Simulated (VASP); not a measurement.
# GaN with AM05: from relaxation to properties

What structure and properties does AM05 give GaN, and how near are they to the measured ones? The steps: relaxing cell and atoms (AM05), second relaxation, single point with fields (AM05), band structure (AM05), density of states (AM05), vibrations at Γ (AM05), elastic constants (AM05), optical spectrum (AM05), core levels (AM05), band structure (AM05 + SOC), band structure (HSE06) and band structure (TB-mBJ). The start is a cell from a database of measured crystal structures.

Main program and level: VASP 6.6.1; AM05; plane waves and PAW (Ga_d, N), in the first sound run; inputs show where later runs differ.

The experiments to compare with:

For GaN, wurtzite (bulk w-GaN, literature), “Vacancy defect in bulk and at (10overline10) surface of GaN: A combined first-principles theoretical and experimental analysis” (2017, arxiv:1710.05670) quotes earlier work: lattice constant a (a, Expt. column of Table I) 3.189 Å; lattice constant c (c, Expt. column of Table I) 5.186 Å.

For GaN, wurtzite (bulk crystal), “Studying electronic properties in GaN without electrical contacts using γ-γ vs e−-γ Perturbed Angular Correlations” (2019, pmc:6823545) quotes earlier work: band gap (direct gap at Gamma, earlier experiment) 3.503 ± 0.005 eV [Cited literature value; temperature and sample not stated].

For GaN, wurtzite (literature value used as model input), “Temperature dependent photon emission spectra of free excitons in phonon field of GaN” (2005, arxiv:cond-mat/0501724) quotes earlier work: static dielectric constant (low-frequency dielectric constant, quoted measured value) 8.9 [literature value used as a model input; the paper later calls it measured; direction and …].

“Optical phonon modulation in semiconductors by surface acoustic waves” (2016, arxiv:1601.01883) reports for GaN, wurtzite, by Raman backscattering, 473 nm excitation ((0001) GaN substrate, no acoustic wave, 300 K): Raman mode (E2(high)) 570 cm⁻¹.

The database entry behind the starting cell differs from later determinations by our own check (thin film, about 0.3 % long), so it need not match the best structure at ambient conditions.

## Step 1: The structure

Before any relaxation, the start is as follows. It takes space group P6_3mc (No. 186, hexagonal). Conventional cell: a = 3.197 Å, b = 3.197 Å, c = 5.207 Å, α = 90.00°, β = 90.00°, γ = 120.00°. Nearest to Ga lie 4 N at 1.95 to 1.97 Å. Nearest to N lie 4 Ga at 1.95 to 1.97 Å. Farther neighbours and most contacts between anions are not listed.

As a file:

```cif
data_structure
_symmetry_space_group_name_H-M 'P6_3mc'
_symmetry_Int_Tables_number 186
_cell_length_a 3.1972
_cell_length_b 3.1972
_cell_length_c 5.2070
_cell_angle_alpha 90.000
_cell_angle_beta 90.000
_cell_angle_gamma 120.000
_cell_volume 46.10
loop_
_atom_site_label
_atom_site_type_symbol
_atom_site_symmetry_multiplicity
_atom_site_Wyckoff_symbol
_atom_site_fract_x
_atom_site_fract_y
_atom_site_fract_z
_atom_site_occupancy
Ga1 Ga 2 b 0.66667 0.33333 0.59120 1
N1 N 2 b 0.66667 0.33333 0.96880 1
```

## Step 2: Relaxing cell and atoms (AM05)

Properties are meant for the cell that this level of theory prefers, so cell and atoms are relaxed first (ISIF = 3) until forces and stress are small; EDIFFG sets the threshold. AM05 is built from the electron gas and the surface model, and does well on lattice constants.

INCAR

```
SYSTEM = GaN
PREC = Accurate
ENCUT = 520
EDIFF = 1E-06
NELM = 100
ISMEAR = 0
SIGMA = 0.05
LREAL = .FALSE.
ALGO = Normal
GGA = AM
NBANDS = 24
LORBIT = 11
LWAVE = .FALSE.
LCHARG = .FALSE.
KPAR = 4
IBRION = 2
NSW = 60
ISIF = 3
EDIFFG = -0.01
```

POSCAR

```
GaN
1.0
    3.1972000000      0.0000000000      0.0000000000
   -1.5986000000      2.7688564210      0.0000000000
    0.0000000000      0.0000000000      5.2070000000
Ga N
2 2
Direct
    0.6666666667      0.3333333333      0.5912000000
    0.3333333333      0.6666666667      0.0912000000
    0.6666666667      0.3333333333      0.9688000000
    0.3333333333      0.6666666667      0.4688000000
```

KPOINTS

```
Automatic mesh
0
Gamma
8 8 5
0 0 0
```

The projector-augmented-wave data sets are Ga_d and N (PBE family, release 64).

Started as:

```bash
$ mpirun -np 4 vasp_std
```

The program printed:

```text
[banner, memory and clock lines left out]
running    4 mpi-ranks, on    1 nodes
 distrk:  each k-point on    1 cores,    4 groups
 distr:  one band on    1 cores,    1 groups

 POSCAR found type information on POSCAR GaN
 POSCAR found :  2 types and       4 ions
|                                                                             |
|               ----> ADVICE to this user running VASP <----                  |
|                                                                             |
|     You enforced a specific xc type in the INCAR file but a different       |
|     [... a line on the potential file left out ...]
|     I HOPE YOU KNOW WHAT YOU ARE DOING!                                     |
|                                                                             |

 LDA part: xc-table for (Slater+PW92), standard interpolation
 POSCAR, INCAR and KPOINTS ok, starting setup
 FFT: planning ... GRIDC
 FFT: planning ... GRID_SOFT
 FFT: planning ... GRID
 WAVECAR not read
 entering main loop
       N       E                     dE             d eps       ncg     rms          rms(c)
DAV:   1     0.262161956464E+03    0.26216E+03   -0.18245E+04  1608   0.280E+03
DAV:   2     0.149346156748E+01   -0.26067E+03   -0.24883E+03  1632   0.495E+02
DAV:   3    -0.280015023152E+02   -0.29495E+02   -0.29264E+02  1688   0.139E+02
DAV:   4    -0.288592454363E+02   -0.85774E+00   -0.85651E+00  1848   0.265E+01
DAV:   5    -0.288762806747E+02   -0.17035E-01   -0.17029E-01  1704   0.330E+00    0.101E+01
DAV:   6    -0.253371519456E+02    0.35391E+01   -0.10776E+01  2480   0.509E+01    0.313E+00
DAV:   7    -0.254115653791E+02   -0.74413E-01   -0.13666E+00  1520   0.889E+00    0.267E+00
DAV:   8    -0.254028067978E+02    0.87586E-02   -0.22307E-01  2448   0.639E+00    0.101E+00
DAV:   9    -0.253804968538E+02    0.22310E-01   -0.84635E-02  2464   0.481E+00    0.329E-01
DAV:  10    -0.253814949522E+02   -0.99810E-03   -0.48168E-03  1680   0.648E-01    0.894E-02
DAV:  11    -0.253813137178E+02    0.18123E-03   -0.15223E-03  2248   0.712E-01    0.469E-02
DAV:  12    -0.253813299009E+02   -0.16183E-04   -0.16995E-04  1536   0.911E-02    0.530E-02
DAV:  13    -0.253813565296E+02   -0.26629E-04   -0.40451E-05  2096   0.631E-02    0.905E-02
DAV:  14    -0.253813687530E+02   -0.12223E-04   -0.80513E-04  2296   0.312E-01    0.114E-01
DAV:  15    -0.253813498031E+02    0.18950E-04   -0.69086E-05  1536   0.614E-02    0.849E-02
DAV:  16    -0.253813370236E+02    0.12779E-04   -0.12785E-05  1840   0.308E-02    0.638E-02
DAV:  17    -0.253813265216E+02    0.10502E-04   -0.17463E-05  1848   0.403E-02    0.331E-02
DAV:  18    -0.253813231799E+02    0.33417E-05   -0.17301E-05  1960   0.354E-02    0.661E-03
DAV:  19    -0.253813233411E+02   -0.16126E-06   -0.22870E-06  1104   0.106E-02
   1 F= -.25381323E+02 E0= -.25381323E+02  d E =-.253813E+02
 curvature:   0.00 expect dE= 0.000E+00 dE for cont linesearch  0.000E+00
 trial: gam= 0.00000 g(F)=  0.377E-03 g(S)=  0.263E-01 ort = 0.000E+00 (trialstep = 0.100E+01)
 search vector abs. value=  0.267E-01
 bond charge predicted
       N       E                     dE             d eps       ncg     rms          rms(c)
DAV:   1    -0.256525410540E+02   -0.27122E+00   -0.38080E+00  1776   0.420E+01    0.322E+00
DAV:   2    -0.254454002445E+02    0.20714E+00   -0.50887E-01  1928   0.177E+01    0.151E+00
DAV:   3    -0.253882543018E+02    0.57146E-01   -0.10139E-01  2272   0.686E+00    0.331E-01
DAV:   4    -0.253863078331E+02    0.19465E-02   -0.16002E-02  1448   0.107E+00    0.253E-01
DAV:   5    -0.253835172848E+02    0.27905E-02   -0.19159E-03  2200   0.403E-01    0.106E-01
DAV:   6    -0.253827703513E+02    0.74693E-03   -0.82309E-04  1888   0.309E-01    0.103E-02
DAV:   7    -0.253827710320E+02   -0.68060E-06   -0.34189E-05  1528   0.518E-02    0.118E-02
DAV:   8    -0.253827706838E+02    0.34814E-06   -0.50294E-06  1680   0.273E-02
   2 F= -.25382771E+02 E0= -.25382771E+02  d E =-.144734E-02
[...]
3 F= -.25388433E+02 E0= -.25388433E+02  d E =-.711007E-02
[...]
4 F= -.25388469E+02 E0= -.25388469E+02  d E =-.353359E-04
 trial-energy change:   -0.000035  1 .order   -0.000035   -0.000062   -0.000007
 step:   1.0191(harm=  1.0191)  dis= 0.00092  next Energy=   -25.388468 (dE=-0.350E-04)
 bond charge predicted
       N       E                     dE             d eps       ncg     rms          rms(c)
DAV:   1    -0.253884691483E+02   -0.22871E-07   -0.16132E-04  1456   0.943E-02    0.263E-03
DAV:   2    -0.253884695562E+02   -0.40782E-06   -0.47935E-06  1752   0.205E-02
   5 F= -.25388470E+02 E0= -.25388470E+02  d E =-.361456E-04
 curvature:  -0.51 expect dE=-0.136E-04 dE for cont linesearch -0.385E-10
 trial: gam= 0.39347 g(F)=  0.510E-06 g(S)=  0.262E-04 ort = 0.720E-07 (trialstep = 0.928E+00)
 search vector abs. value=  0.374E-04
 reached required accuracy - stopping structural energy minimisation
```

Elapsed: 47 s, on 4 MPI ranks of AMD EPYC 7R43, shared host; peak memory 0.56 GiB; 2.5 min of CPU time.

The logs omit lines about the potential files and the build; timing stands in the text.

OUTCAR, selected parts (step 2):

```text
ion  position               nearest neighbor table
   1  0.667  0.333  0.591-   4 1.95   4 1.95   4 1.95   3 1.97
   2  0.333  0.667  0.091-   3 1.95   3 1.95   3 1.95   4 1.97
   3  0.667  0.333  0.969-   2 1.95   2 1.95   2 1.95   1 1.97
   4  0.333  0.667  0.469-   1 1.95   1 1.95   1 1.95   2 1.97

  LATTYP: Found a hexagonal cell.
 ALAT       =     3.1972000000
 C/A-ratio  =     1.6286125360

 Subroutine GETGRP returns: Found 12 space group operations
 (whereof  6 operations were pure point group operations)

The static configuration has the point symmetry C_3v.
 The point group associated with its full space group is C_6v.

 Found     30 irreducible k-points:

   k-points           NKPTS =     30   k-points in BZ     NKDIM =     30   number of bands    NBANDS=     24

   dimension x,y,z NGX =    24 NGY =   24 NGZ =   40
   dimension x,y,z NGXF=    48 NGYF=   48 NGZF=   80

   ENCUT  =  520.0 eV  38.22 Ry    6.18 a.u.   5.94  5.94  9.68*2*pi/ulx,y,z

   NELECT =      36.0000    total number of electrons

 k-points in reciprocal lattice and weights: Automatic mesh
   0.00000000  0.00000000  0.00000000       0.003
   0.12500000  0.00000000  0.00000000       0.019
   0.25000000  0.00000000  0.00000000       0.019
   0.37500000  0.00000000  0.00000000       0.019
   0.50000000  0.00000000  0.00000000       0.009
   0.12500000  0.12500000  0.00000000       0.019
   0.25000000  0.12500000  0.00000000       0.038
   0.37500000  0.12500000  0.00000000       0.038
   0.25000000  0.25000000  0.00000000       0.019
[...]
0.25000000  0.25000000  0.40000000       0.038
   0.37500000  0.25000000  0.40000000       0.038

 average (electrostatic) potential at core
       1 -63.0811       2 -63.0811       3 -61.9252       4 -61.9252

 E-fermi :   5.6021

 k-point     1 :       0.0000    0.0000    0.0000
  band No.  band energies     occupation
    ...
     14       4.2564      2.00000
     15       4.2564      2.00000
     16       5.2733      2.00000
     17       5.3103      2.00000
     18       5.3103      2.00000
     19       7.3255      0.00000
     20       9.5952      0.00000
     21      14.5198      0.00000
     22      15.1690      0.00000
     23      15.1690      0.00000
    ...

 k-point     2 :       0.1250    0.0000    0.0000
  band No.  band energies     occupation
    ...
     14       3.1890      2.00000
     15       3.9416      2.00000
     16       4.1644      2.00000
     17       5.1137      2.00000
     18       5.1684      2.00000
     19       8.3488      0.00000
     20      10.4572      0.00000
     21      13.9265      0.00000
     22      14.4306      0.00000
     23      15.5545      0.00000
    ...

 k-point     3 :       0.2500    0.0000    0.0000
  band No.  band energies     occupation
    ...
     14       1.2610      2.00000
     15       2.4380      2.00000
     16       3.2908      2.00000
     17       4.5885      2.00000
     18       4.8037      2.00000
     19       9.6532      0.00000
     20      11.2490      0.00000
     21      12.6750      0.00000
     22      13.8271      0.00000
     23      15.4714      0.00000
    ...

  Total       -0.0246172     -0.0246172      0.0309784      0.0000000      0.0000000      0.0000000
  in kB       -0.8696539     -0.8696539      1.0943766      0.0000000      0.0000000      0.0000000
  external PRESSURE =      -0.2149771 kB  Pullay stress =       0.0000000 kB

  energy-cutoff  :      520.00
  volume of cell :       45.35
      direct lattice vectors                 reciprocal lattice vectors
     3.180401528  0.000000000  0.000000000     0.314425707  0.181533767  0.000000000
    -1.590200764  2.754308518  0.000000000     0.000000000  0.363067534  0.000000000
     0.000000000  0.000000000  5.177355322    -0.000000000 -0.000000000  0.193148806

 POSITION                                       TOTAL-FORCE (eV/Angst)
 -----------------------------------------------------------------------------------
      1.59020      0.91810      3.06288         0.000000      0.000000     -0.001625
     -0.00000      1.83621      0.47420        -0.000000     -0.000000     -0.001625
      1.59020      0.91810      5.01380        -0.000000      0.000000      0.001625
     -0.00000      1.83621      2.42512         0.000000     -0.000000      0.001625
 -----------------------------------------------------------------------------------
    total drift:                               -0.000001     -0.000002     -0.000822

  FREE ENERGIE OF THE ION-ELECTRON SYSTEM (eV)
  ---------------------------------------------------
  free  energy   TOTEN  =       -25.3884695562 eV

  energy  without entropy=      -25.3884695562  energy(sigma->0) =      -25.38846956

 reached required accuracy - stopping structural energy minimisation

 total charge
# of ion       s       p       d       tot
------------------------------------------
    1        0.792   0.915  10.187  11.894
    2        0.792   0.915  10.187  11.894
    3        1.216   2.516   0.000   3.732
    4        1.216   2.516   0.000   3.732
--------------------------------------------------
tot          4.015   6.863  20.374  31.252

[... 3 further parts left out ...]
```

CONTCAR:

```
GaN
   1.00000000000000
     3.1804015280726765    0.0000000000000000    0.0000000000000000
    -1.5902007640363383    2.7543085175658568    0.0000000000000000
     0.0000000000000000    0.0000000000000000    5.1773553216571111
  Ga              N
     2     2
Direct
     0.6666666667000030    0.3333333332999970    0.5915912692738176
     0.3333333332999970    0.6666666667000030    0.0915912692738175
     0.6666666667000030    0.3333333332999970    0.9684087307261847
     0.3333333332999970    0.6666666667000030    0.4684087307261847
```

The gap is read on the k-mesh alone, so it is an upper bound where the band edges lie off the mesh. The PAW data sets were made with PBE, which is usual practice but a small mismatch for other functionals. The run keeps the 12 symmetry operations of its start, so it cannot find a distortion of lower symmetry.

The steps of the relaxation:

```tsv
step	energy less that of the first step (eV)	largest force (eV/Å)	pressure (GPa)	volume (Å³)
1	0.0000	0.0442	-2.96	46.10
2	-0.0014	0.0083	2.75	44.69
3	-0.0071	0.0185	0.02	45.35
4	-0.0071	0.0011	-0.09	45.35
5	-0.0071	0.0016	-0.02	45.35
```

```tsv
conventional cell, symmetrised	before	after	change
a (Å)	3.197	3.180	-0.5 %
b (Å)	3.197	3.180	-0.5 %
c (Å)	5.207	5.177	-0.6 %
volume (Å³/atom)	11.52	11.34	-1.6 %
```

Final coordinates:

```xyz
4
Lattice="3.1804 0.0000 0.0000 -1.5902 2.7543 0.0000 0.0000 0.0000 5.1774" Properties=species:S:1:pos:R:3 pbc="T T T"
Ga    1.5902    0.9181    3.0629
Ga    0.0000    1.8362    0.4742
N     1.5902    0.9181    5.0138
N     0.0000    1.8362    2.4251
```

Numbers from this step:

```
electrons                       : 36
bands                           : 24
irreducible k-points            : 30
symmetry operations             : 12
free energy (TOTEN)             : -25.39 eV
Fermi energy                    : 5.602 eV
pressure                        : -0.02150 GPa
metallic                        : no
valence top at k                : 0, 0, 0
conduction bottom at k          : 0, 0, 0
least direct gap at k           : 0, 0, 0
SCF cycles over all ionic steps : 41
gap on the k-mesh               : 2.015 eV
least direct gap on the k-mesh  : 2.015 eV
```

It ends with a largest force of 0.002 eV/Å and a pressure of -0.02 GPa. The volume lies -1.6 % from that of the database's start, which holds the thermal and zero-point expansion of its experiment.

(Continued in part 2 of 9.)

[Lines on the potential files, build, host, timing and source positions are cut from VASP's logs without a mark.]

[Logs are printed without paths, hosts, clocks, repeated set-up lines and the standing remarks that a program may print on its own settings, such as how far it seeks lower states.]

[Hosts, paths, dates, database ids (printed as entryN), source tags and the programs' standing remarks are cut or masked in the printed files.]

[A measured line is paired with the nearest computed mode of its activity, which favours agreement.]
